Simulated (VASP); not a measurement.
Level of theory: PBEsol GGA, VASP's PBE PAW potentials (set 64) (plane waves; VASP).

VASP input:

### POSCAR
```
CdF2
1
    0.0000000000     2.6979385336     2.6979385336
    2.6979385336    -0.0000000000     2.6979385336
    2.6979385336     2.6979385336    -0.0000000000
Cd F
1 2
Direct
  0.0000000000   0.0000000000   0.0000000000
  0.2500000000   0.2500000000   0.2500000000
  0.7500000000   0.7500000000   0.7500000000
```

### INCAR
```
# general
SYSTEM  = CdF2
PREC    = Accurate
ENCUT   = 520   # plane-wave cut-off (eV)
LREAL   = .FALSE.   # projection in real space or not
LASPH   = .TRUE.   # aspherical one-centre terms

# electronic loop
EDIFF   = 1E-7   # SCF stop (eV)
NELM    = 100   # most electronic steps
ALGO    = Normal
LMAXMIX = 4   # l cut-off of mixed one-centre charges

# smearing
ISMEAR  = -5

# functional
GGA     = PS   # PBEsol

# ions
ISIF    = 2   # forces and stress, cell fixed

# output
LWAVE   = .FALSE.
LCHARG  = .TRUE.
LORBIT  = 11   # lm-projected
NEDOS   = 601
```

**KPOINTS**
```
Automatic mesh
0
Gamma
10 10 10
0 0 0
```

POTCAR, in this order: Cd F (PBE.64 set). Program: vasp_std.

### Question
What will the output report for the number of irreducible k-points (NKPTS), number of bands (NBANDS), largest plane-wave count, number of space-group operations, FFT grid (NGX, NGY, NGZ)?

### Answer

| Item | Value |
|---|---|
| number of irreducible k-points (NKPTS) | 47 |
| number of bands (NBANDS) | 17 |
| largest plane-wave count | 1073 |
| number of space-group operations | 48 |
| FFT grid (NGX, NGY, NGZ) | 28 × 28 × 28 |

The compound is CdF2 in the fluorite structure. It was relaxed first.
